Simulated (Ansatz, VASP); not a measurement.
# Cross-check of HF (liquid hydrogen fluoride at 273 K) between VASP and Ansatz, part 2 of 2

Aim: how closely do two programs agree when they are given the same cell, functional and k mesh? Of the first pair: The structure shown is the start of the Ansatz relaxation below; VASP solves that cell, so the two are compared at the walk's first step.

VASP 6.6.1 and Ansatz 0.2.0.

So far. Step 3 (VASP: single point, PBEsol, start cell, pair 1): The run ends at a pressure of -0.42 GPa, with forces up to 0.27 eV/Å.

## (6) VASP: single point, PBEsol, relaxed cell, pair 2

Level of this step: PBEsol, spin-polarised from a ferromagnetic start; plane waves and PAW (F, H) (VASP).

The same cell, functional, mesh and smearing now go to VASP, with its own data sets.

Input file INCAR:

```
SYSTEM = HF
PREC = Accurate
ENCUT = 520
EDIFF = 1E-06
NELM = 200
ISMEAR = -1
SIGMA = 0.01
LREAL = Auto
ALGO = Normal
GGA = PS
NELECT = 463
NBANDS = 320
ISPIN = 2
MAGMOM = 0.01 0 0.01 0 0 0.01 0.01 0.01 0 0 0.01 0.01 0.01 0.01 0.01 0 0.01 0 0 0.01 0.01 0.01 0.01 0 0.01 0.01 0.01 0 0 0 0.02 0.01 0 0.01 0.01 0.01 0.02 0.02 0 0 0.01 0 0 0.01 0 0.01 0.01 0.03 0.02 0 0.01 0.01 0.01 0.01 0.02 0.01 0.01 0.01 -0 -0 -0 -0 -0 -0 -0 -0 -0 -0 -0 -0 -0 -0 -0 -0 -0 -0 -0 -0 -0 -0 -0 -0 -0 -0 -0 -0 -0 -0 -0 -0 -0 -0 -0 -0 -0 -0 -0 -0 -0 -0 -0 -0 -0 -0 -0 -0 -0 -0 -0 -0 -0 -0 -0 -0 -0 -0
LORBIT = 11
LWAVE = .FALSE.
LCHARG = .FALSE.
ISIF = 2
LASPH = .TRUE.
GGA_COMPAT = .FALSE.
NCORE = 4
```

Input file POSCAR:

```
HF
1.0
   12.4353900000      0.0000000000      0.0000000000
    0.0000000000     12.4353900000      0.0000000000
    0.0000000000      0.0000000000     12.4353900000
F H
58 58
Direct
    0.7575500000      0.7794700000      0.0451300000
    0.4986800000      0.2122400000      0.8572300000
    0.0204100000      0.1144700000      0.2787900000
    0.2666000000      0.1815300000      0.3813600000
    0.7558600000      0.5352800000      0.2210100000
    0.9087000000      0.8732000000      0.9812000000
    0.8532100000      0.7778200000      0.3770200000
    0.1078100000      0.1304900000      0.9541500000
    0.3590700000      0.0316500000      0.9426300000
    0.6173200000      0.0674500000      0.8832600000
    0.0511100000      0.0603700000      0.7253300000
    0.8714900000      0.1766400000      0.3758800000
    0.9033100000      0.4245500000      0.1807500000
    0.2483400000      0.7939200000      0.4991700000
    0.3508600000      0.5677500000      0.4929300000
    0.2689400000      0.0019100000      0.3217200000
    0.2674500000      0.2123400000      0.6756500000
    0.4439100000      0.9325600000      0.3042400000
    0.5742100000      0.1781400000      0.3085400000
    0.0303600000      0.3875600000      0.3146200000
    0.7458100000      0.6530100000      0.4686100000
    0.8825100000      0.0884400000      0.8064600000
    0.8722900000      0.2315100000      0.9292300000
    0.3649900000      0.1290400000      0.1039600000
    0.2557000000      0.6007900000      0.3289300000
    0.4515300000      0.9280800000      0.7035300000
    0.5080200000      0.2665600000      0.4621100000
    0.7061600000      0.2506300000      0.0182200000
    0.5065600000      0.9057000000      0.1286800000
    0.1246200000      0.7981700000      0.2065300000
[... 80 atom lines left out ...]
    0.5427400000      0.4442100000      0.2828800000
    0.1077700000      0.8030800000      0.3097900000
    0.6720700000      0.5663300000      0.9680200000
    0.2982800000      0.5799200000      0.5884200000
    0.3639500000      0.1868600000      0.6380300000
    0.1807900000      0.1901900000      0.9001200000
```

Input file KPOINTS:

```
Automatic mesh
0
Gamma
1 1 1
0 0 0
```

Potentials, in the order of the species: F and H (PBE family, release 64).

The run is started by

```bash
> mpirun -np 16 vasp_gam
```

Numbers of over 12 decimals in the logs are rounded to 6 here.

Log:

```text
[banner, memory and clock lines left out]
running   16 mpi-ranks, on    1 nodes
[...]
[... a notice as in an earlier step ...]

 LDA part: xc-table for (Slater+PW92), standard interpolation
 POSCAR, INCAR and KPOINTS ok, starting setup
[...]
entering main loop
       N       E                     dE             d eps       ncg     rms          rms(c)
DAV:   1     0.423813929279E+04    0.42381E+04   -0.26293E+05  1424   0.133E+03
DAV:   2    -0.884100022781E+02   -0.43265E+04   -0.41779E+04  1552   0.343E+02
DAV:   3    -0.498831263247E+03   -0.41042E+03   -0.40786E+03  1488   0.109E+02
DAV:   4    -0.504951866372E+03   -0.61206E+01   -0.61068E+01  1496   0.152E+01
DAV:   5    -0.505039417914E+03   -0.87552E-01   -0.87515E-01  1512   0.172E+00BRMIX: very serious problems
 the old and the new charge density differ
 old charge density:   464.00000 new  463.00000
    0.313E+01
DAV:   6    -0.485172643955E+03    0.19867E+02   -0.78624E+01  1552   0.166E+01    0.134E+01
DAV:   7    -0.484992622635E+03    0.18002E+00   -0.59109E+00  1464   0.491E+00    0.891E+00
DAV:   8    -0.485273225847E+03   -0.28060E+00   -0.10026E+01  1944   0.543E+00    0.647E+00
DAV:   9    -0.485222941132E+03    0.50285E-01   -0.30224E+00  1536   0.320E+00    0.542E+00
[...]
DAV:  13    -0.485184079627E+03    0.52037E-03   -0.89969E-01  1504   0.932E-01    0.399E+00
DAV:  14    -0.485164234481E+03    0.19845E-01   -0.39831E-01  1488   0.627E-01    0.331E+00
DAV:  15    -0.485165571988E+03   -0.13375E-02   -0.35907E-01  1736   0.890E-01    0.322E+00
[... 151 further cycles ...]
DAV: 167    -0.485111876471E+03   -0.58549E-04   -0.60858E-05  1352   0.197E-02    0.156E-01
DAV: 168    -0.485111901168E+03   -0.24697E-04   -0.31729E-05  1304   0.157E-02    0.149E-01
DAV: 169    -0.485111888225E+03    0.12943E-04   -0.21545E-05  1384   0.152E-02    0.114E-01
DAV: 170    -0.485111899121E+03   -0.10896E-04   -0.19377E-05  1312   0.113E-02    0.119E-01
[...]
DAV: 174    -0.485111911098E+03   -0.74840E-05   -0.87003E-06  1336   0.796E-03    0.128E-02
DAV: 175    -0.485111914601E+03   -0.35032E-05   -0.31746E-06  1080   0.444E-03    0.119E-02
DAV: 176    -0.485111915105E+03   -0.50395E-06   -0.11547E-06   976   0.205E-03
   1 F= -.48511192E+03 E0= -.48509935E+03  d E =-.251251E-01  mag=    -0.9889
```

Parts of OUTCAR (step 6):

```text
 magnetization (x)
# of ion       s       p       d       tot
------------------------------------------
    1       -0.000  -0.024   0.000  -0.024
    2       -0.000  -0.007   0.000  -0.007
    3       -0.000  -0.021   0.000  -0.021
    4       -0.000  -0.006   0.000  -0.006
    5       -0.000  -0.003   0.000  -0.003
    6       -0.000  -0.013   0.000  -0.013
[...]
114        0.000   0.000   0.000   0.000
  115        0.000  -0.000   0.000   0.000
  116        0.000  -0.000   0.000   0.000
--------------------------------------------------
tot          0.009  -0.874   0.000  -0.865
```

The run ends at a pressure of -0.44 GPa, with forces up to 0.21 eV/Å.

## (7) Side by side

Both answers:

```
         quantity  Ansatz   VASP  difference
total moment (μB)   -0.99  -0.99        0.00
```

Forces on 8 of the 116 atoms, those with the largest forces and the largest differences (eV/Å; atoms numbered as in POSCAR):

```
atom         Ansatz x, y, z           VASP x, y, z
  F8  0.007, -0.018, -0.030  0.093, -0.038, -0.166
 H66   -0.016, 0.010, 0.015   -0.101, 0.076, 0.164
 H73    0.008, 0.001, 0.015  -0.082, 0.032, -0.154
 H77   -0.011, 0.014, 0.016   -0.078, 0.093, 0.159
 H83   0.003, 0.002, -0.006   0.090, 0.016, -0.179
 H85  -0.007, -0.007, 0.012  -0.068, -0.093, 0.155
 H96  -0.004, -0.002, 0.027  -0.008, -0.085, 0.175
H109   0.004, 0.002, -0.001   0.091, 0.016, -0.169
```

The forces differ by 94 meV/Å r.m.s., where the r.m.s. force is 0.007 eV/Å in Ansatz and 0.093 eV/Å in VASP: the atoms lie near their places of rest in Ansatz, so a percentage would say little (all taken over all components). Without spin-orbit coupling the overall direction of the spins is arbitrary; the signs of Ansatz's moments are turned here to match VASP's. The cell carries a charge of +1 e against a uniform background, so its pressure also hangs on how the neutralising background is counted, and in a defect's cell a gap may be the spacing between its levels.

## (8) Results

| Quantity | Value |
| --- | --- |
| r.m.s. force difference (single point, PBEsol, start cell, pair 1) | 95 meV/Å |
| r.m.s. force difference (single point, PBEsol, relaxed cell, pair 2) | 94 meV/Å |

The r.m.s. force difference is 95 meV/Å (single point, PBEsol, start cell, pair 1), beyond the 12 meV/Å picked in this series as the mark of a large difference. What causes the difference of the single point, PBEsol, start cell, pair 1 pair stays open here. What causes the difference of the single point, PBEsol, relaxed cell, pair 2 pair stays open here. How closely two codes agree says nothing of how well the functional describes the real material.

[Lines on the potential files, build, host, timing and source positions are cut from VASP's logs without a mark.]

[Logs are printed without paths, hosts, clocks, repeated set-up lines and the standing remarks that a program may print on its own settings, such as how far it seeks lower states.]

[Hosts, paths, dates, database ids (printed as entryN), source tags and the programs' standing remarks are cut or masked in the printed files.]
